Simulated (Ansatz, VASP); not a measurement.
# Ga2O3: VASP beside Ansatz, part 2 of 2

Wanted: the spread between two codes on one cell, functional and k mesh. The cell is taken from a series of runs on this material, whose earlier steps may have relaxed, scaled, displaced or heated it; both programs get it as it stands.

VASP 6.6.1 and Ansatz 0.2.0.

So far: Starting point; VASP: G0W0 gap, PBE, DFT+U.

## (3) Ansatz: G0W0 gap, PBE, DFT+U

Level of this step: Ansatz beside VASP: Kohn-Sham DFT, plane waves, PBE, DFT+U (Ansatz).

Ansatz runs on its PAW soft_1 files.

The same cell, functional and mesh now go to Ansatz, which takes its cutoff from its data sets.

input.yaml reads:

```yaml
crystal:
  lattice:
    - [6.107, -1.51855, 0.0]
    - [6.107, 1.51855, 0.0]
    - [-1.3859888959, 0.0, 5.630008738]
  atoms:
    - { symbol: Ga, position: [0.0905, 0.0905, 0.7946] }
    - { symbol: Ga, position: [0.9095, 0.9095, 0.2054] }
    - { symbol: Ga, position: [0.65866, 0.65866, 0.31402] }
    - { symbol: Ga, position: [0.34134, 0.34134, 0.68598] }
    - { symbol: O, position: [0.1645, 0.1645, 0.1098] }
    - { symbol: O, position: [0.8355, 0.8355, 0.8902] }
    - { symbol: O, position: [0.1733, 0.1733, 0.5632] }
    - { symbol: O, position: [0.8267, 0.8267, 0.4368] }
    - { symbol: O, position: [0.4959, 0.4959, 0.2566] }
    - { symbol: O, position: [0.5041, 0.5041, 0.7434] }
kpoints:
  mp_grid: { grid: [4, 4, 2] }
hamiltonian:
  xc: pbe
  hubbard:
    projectors: ortho-atomic
    sites: [{ species: Ga, l: d, u_eff: 4.0 }]
  pseudopotentials: { kind: paw, azcp: { folder: soft_1 } }
scf:
  occupations: { method: fixed }
gw:
  n_empty_bands: 435
  ecut_chi: 150.0
  qp_bands: [v3, c3]
  qp_kpoints: band_edges
  screening: { model: contour_deformation }
```

On the command line:

```bash
$ ansatz run input.yaml --threads 2 --pin off --max-ram 73728MiB --backend cuda --events-out ev --progress --plain --runs-dir out --devices 1 --max-vram 13GiB
```

Numbers of over 12 decimals in the logs are rounded to 6 here.

Log:

```text
GPUs: using 1 of 1 available (devices: 1).
Engine: ansatz 0.2.0, x86_64-unknown-linux-gnu
Pseudopotentials: kind: paw
Pseudopotential: Ga, paw, valence charge 13, recommended cutoff 420 eV (normal), soft_1/Ga.paw.azcp
Pseudopotential: O, paw, valence charge 6, recommended cutoff 420 eV (normal), soft_1/O.paw.azcp
Functional definition: PBE
  parameter kappa = 0.804
  parameter beta = 0.066725
  exchange = pbe_x(kappa = kappa, mu = beta*pi^2/3)
  correlation = pbe_c(beta = beta)
device memory: the entry about to start is reckoned to put 2.4 GiB on a device that reports 45.9 GiB free (of which the cap on the GPU budget leaves the run 13.0 GiB)
GPU FFT provider: cuFFT
GPU libraries: cuBLAS 13.8.2, cuFFT 12.4.0, cuSOLVER 12.3.4
Crystal: 10 atoms, lattice volume = 104.423 Å³
Basis set: ecut = 420 eV, 2037 PW (Γ)
Bands: 54, of which v1, the nominal top of the filled ones, is band 44 counted from 1 (43 counted from 0)
Symmetry: 4 space group operations
Space group: C2/m (ITA 12), of the structure as read, at distance tolerance 4.7e-5 Å
k-points: 14 of 32
Non-local potential: Ga, projectors of the file, l = 0: 2, l = 1: 2, l = 2: 3, l = 3: 1
Non-local potential: O, projectors of the file, l = 0: 2, l = 1: 2, l = 2: 1
PAW form: soft (Blöchl's): semilocal exchange-correlation on the pseudo side does not see the compensation charge
PAW one-centre angular grid: Ga, 590 points (default); XC on 64 Gauss nodes
PAW one-centre angular grid: O, 110 points (default); XC on 64 Gauss nodes
Initial density: superposition of atomic densities (chi_scale 0.1, normalization cell, long waves of neutral atoms under a Hubbard term (reshape's long-wave potential 0.03 eV rms, cloud 1.88 Å wide))
Initial wavefunctions: pseudopotential atomic-orbital guess
GPU buffer pool allocated for 81000 grid points (all kernels)
GPU transforms: local potential and band sums: pruned to the plane-wave sphere, on 45×45×40
Functional: x = pbe(κ = 0.804, μ = 0.219515), c = pbe(β = 0.066725)
SCF iter   1: F=—  HF=-18542.452579 eV  |F-HF|=—  |Δ(HF+E_count)|=         —  Δρ=1.23e-1  dr2=7.78e0  ethr=3.10e-3  ⟨swp⟩=4.1  Hψ=2163  notcnv=0  defer=88
preconditioner: auto → Resta (q_TF=auto, 2.652 Å⁻¹)  ε∞=4.0  [insulator: Δε(μ)=2.951 eV  Ē_g=19.839 eV  n_scr=34 (ndim 8)  ℏωp=34.1 eV  f_vac=0.000  ε∞_Penn≈4.0]
SCF iter   2: F=—  HF=-18540.456257 eV  |F-HF|=—  |Δ(HF+E_count)|=    2.00e0  Δρ=5.49e-2  dr2=1.47e0  ethr=3.10e-3  ⟨swp⟩=2.0  Hψ=1543  notcnv=0  defer=82
SCF iter   3: F=—  HF=-18539.939774 eV  |F-HF|=—  |Δ(HF+E_count)|=   5.16e-1  Δρ=1.57e-2  dr2=1.98e-1  ethr=1.67e-3  ⟨swp⟩=2.1  Hψ=757  notcnv=0  defer=110
SCF iter   4: F=—  HF=-18539.894985 eV  |F-HF|=—  |Δ(HF+E_count)|=   4.48e-2  Δρ=4.55e-3  dr2=1.64e-2  ethr=2.24e-4  ⟨swp⟩=2.0  Hψ=1265  notcnv=0  defer=112
SCF iter   5: F=—  HF=-18539.909527 eV  |F-HF|=—  |Δ(HF+E_count)|=   1.45e-2  Δρ=2.66e-3  dr2=5.16e-3  ethr=1.86e-5  ⟨swp⟩=2.0  Hψ=1347  notcnv=0  defer=112
SCF iter   6: F=—  HF=-18539.909911 eV  |F-HF|=—  |Δ(HF+E_count)|=   3.84e-4  Δρ=3.48e-4  dr2=1.01e-4  ethr=5.87e-6  ⟨swp⟩=2.0  Hψ=1275  notcnv=0  defer=112
SCF iter   7: F=—  HF=-18539.910154 eV  |F-HF|=—  |Δ(HF+E_count)|=   2.43e-4  Δρ=7.95e-5  dr2=5.68e-6  ethr=1.15e-7  ⟨swp⟩=2.0  Hψ=1351  notcnv=0  defer=105
SCF iter   8: F=—  HF=-18539.910162 eV  |F-HF|=—  |Δ(HF+E_count)|=   7.92e-6  Δρ=6.77e-5  dr2=3.64e-6  ethr=6.46e-9  ⟨swp⟩=2.0  Hψ=1370  notcnv=0  defer=51
SCF iter   9: F=—  HF=-18539.910161 eV  |F-HF|=—  |Δ(HF+E_count)|=   7.67e-7  Δρ=1.46e-5  dr2=1.80e-7  ethr=4.14e-9  ⟨swp⟩=2.1  Hψ=1311  notcnv=0  defer=51
SCF iter  10: F=-18539.910162 eV  HF=-18539.910162 eV  |F-HF|=3.35e-9  |Δ(HF+E_count)|=   1.80e-7  Δρ=3.17e-6  dr2=8.56e-9  ethr=1.14e-10  ⟨swp⟩=9.1  Hψ=2432  notcnv=0
SCF 1 converged in 10 iterations: F = -18539.910162 eV  dr2 = 8.56e-9
  greatest PAW one-centre occupation: 0.998 electrons in one spin orbital (limit 2), on the Ga atom at site 3 (counted from 0), in its partial waves of l = 2
device memory: the entry about to start is reckoned to put 3.0 GiB on a device that reports 45.1 GiB free (of which the cap on the GPU budget leaves the run 13.0 GiB)
NSCF: frozen V_eff on 14 k-points
the band table was solved once the SCF had ended and its energy, with any forces and stress, was formed, with the checks that follow a solve (1969 applications of the Hamiltonian). They found nothing against the state; the energy, forces and stress were not computed again (output.eigenvalues in the input reference)
device memory: the entry about to start is reckoned to put 3.3 GiB on a device that reports 45.2 GiB free (of which the cap on the GPU budget leaves the run 13.0 GiB)
NSCF: frozen V_eff on 14 k-points
G₀W₀ screening: q 1/14
[... further progress lines ...]
device memory: the entry about to start is reckoned to put 1.0 GiB on a device that reports 44.8 GiB free (of which the cap on the GPU budget leaves the run 13.0 GiB)
NSCF: frozen V_eff on 1 k-points
[...]
k-point 1: bands = [... 40 lower, 7.5374, 7.5422, 7.6612, 7.8808, 13.0047, 13.1346, 14.9694, 15.4667, ... 6 higher]
  k-point 2: bands = [... 40 lower, 7.1212, 7.4455, 7.6582, 8.1312, 12.9681, 14.5404, 15.2054, 16.2510, ... 6 higher]
  k-point 13: bands = [... 40 lower, 7.5293, 7.5532, 7.5890, 8.1804, 13.4226, 13.5536, 14.4892, 14.7839, ... 6 higher]
Occupation matrices written to <dir>
--- G₀W₀: contour deformation, 6 samples at zero and on the imaginary axis and 2 off it, 32 q-points, 435 empty bands' worth ---
  eigenvalues of the whole cell's RPA ε∞ on this k-mesh (on a slab, of 1 + 4πα/V) = 3.9289, 4.1499, 4.3762; static W/v taken at q = 0 is 0.232391
  gw.qp_kpoints: band_edges: 12 of 14 stored k-points solved, in 1 pass; an edge of the gap read off the rows below is read off those points alone
    valence top: of the k-points left out ik 11 came nearest to being solved in a further pass, in band 44 (counted from 1, as in the quasiparticle table): it holds the edge there only if its correction is more favourable than any solved in that band by at least 0.614 eV; those differ by 0.105 eV
    conduction bottom: of the k-points left out ik 11 came nearest to being solved in a further pass, in band 45 (counted from 1, as in the quasiparticle table): it holds the edge there only if its correction is more favourable than any solved in that band by at least 4.502 eV; those differ by 0.354 eV
    ik  band        ε_KS         Σx   Σc(E_QP)       V_xc       Z   E_QP_lin       E_QP  E_QP is
     0    42      7.7066   -27.0602     4.8487   -21.2368  0.7606     6.7168     6.7320  root
     0    43      7.8948   -27.0451     4.6344   -21.4909  0.7626     6.9622     6.9750  root
     0    44      8.1582   -27.7109     4.8844   -21.8618  0.7640     7.1795     7.1936  root
     0    45     10.6327   -12.2334    -3.6473   -16.6969  0.8269    11.4545    11.4489  root
     0    46     13.9406   -11.6135    -4.3914   -17.1219  0.8113    15.0740    15.0576  root
     0    47     14.9710    -9.7501    -4.3512   -14.9902  0.8202    15.8699    15.8599  root
     1    42      7.5422   -27.5515     4.6052   -22.0590  0.7646     6.6434     6.6549  root
     1    43      7.6612   -28.0425     4.4636   -22.6769  0.7675     6.7475     6.7592  root
     1    44      7.8808   -26.9943     4.8982   -21.1147  0.7578     6.8833     6.8995  root
     1    45     13.0047   -13.5224    -3.8278   -18.3934  0.8105    14.0594    14.0478  root
     1    46     13.1346   -13.1544    -3.8207   -18.0346  0.8086    14.2073    14.1940  root
     1    47     14.9694   -12.2857    -4.6034   -18.1179  0.8031    16.2205    16.1982  root
     2    42      7.4455   -26.5179     4.9526   -20.5188  0.7565     6.3797     6.3990  root
     2    43      7.6582   -26.7941     4.9319   -20.8460  0.7574     6.6245     6.6421  root
     2    44      8.1312   -27.7785     4.9947   -21.7870  0.7631     7.1191     7.1345  root
     2    45     12.9681   -13.1540    -3.8720   -18.0740  0.8098    14.0277    14.0161  root
     2    46     14.5404   -11.1110    -4.5182   -16.7333  0.8100    15.6611    15.6444  root
     2    47     15.2054   -12.5586    -4.7116   -18.5544  0.8057    16.5141    16.4895  root
     3    42      7.3853   -27.1007     4.7780   -21.3276  0.7629     6.3746     6.3903  root
     3    43      7.6388   -26.8584     4.9789   -20.8428  0.7577     6.5837     6.6021  root
     3    44      7.8945   -27.0645     4.9759   -21.0808  0.7586     6.8699     6.8868  root
     3    45     14.0428   -13.0487    -4.1345   -18.3292  0.8059    15.2051    15.1888  root
     3    46     14.3376   -12.8997    -4.2361   -18.3172  0.8029    15.5375    15.5189  root
     3    47     15.9542   -12.8623    -4.8724   -19.1049  0.7912    17.3565    17.3244  root
[...]
12    46     13.0461   -13.7436    -3.8309   -18.6220  0.8046    14.1054    14.0935  root
    12    47     14.0740    -8.6227    -4.3051   -13.6745  0.8333    14.8273    14.8208  root
    13    42      7.5532   -27.9774     4.5340   -22.5298  0.7662     6.6274     6.6397  root
    13    43      7.5890   -27.1271     4.7571   -21.3994  0.7633     6.6039     6.6184  root
    13    44      8.1804   -27.1164     4.9136   -21.2418  0.7604     7.2050     7.2195  root
    13    45     13.4226   -13.2103    -4.0111   -18.3299  0.8100    14.5453    14.5311  root
    13    46     13.5536   -12.3826    -4.0763   -17.5346  0.8080    14.6432    14.6293  root
    13    47     14.4892   -12.5633    -4.4024   -18.1056  0.8039    15.6479    15.6291  root
```

## (4) Side by side

Known differences besides the potentials themselves: U acts on the PAW sphere in VASP and on atomic orbitals in Ansatz, so only states and trends compare; fixed occupations in Ansatz, narrow Gaussian smearing in VASP; the cutoff is 420 eV in Ansatz and 440 eV in VASP; Ansatz integrates over frequency by contour deformation, VASP on a grid of NOMEGA points; Ansatz's G0W0 levels solve the quasiparticle equation, VASP's are linearised. Total energies have different zeros and are not compared.

The two programs side by side:

```
                   quantity  Ansatz  VASP  difference
  G0W0 gap on the mesh (eV)    4.23  4.39       -0.16
Kohn-Sham gap under it (eV)    2.45  2.51       -0.06
```

## (5) Outcome

```json
{
 "difference in G0W0 gap on the mesh (G0W0 gap, PBE, DFT+U)": "-0.16 eV"
}
```

What this shows: The difference in G0W0 gap on the mesh is -0.16 eV (G0W0 gap, PBE, DFT+U). Part of the difference in the G0W0 gap can come from VASP's linearised levels. How closely two codes agree says nothing of how well the functional describes the real material.

[Lines on the potential files, build, host, timing and source positions are cut from VASP's logs without a mark.]

[Logs are printed without paths, hosts, clocks, repeated set-up lines and the standing remarks that a program may print on its own settings, such as how far it seeks lower states.]

[Hosts, paths, dates, database ids (printed as entryN), source tags and the programs' standing remarks are cut or masked in the printed files.]
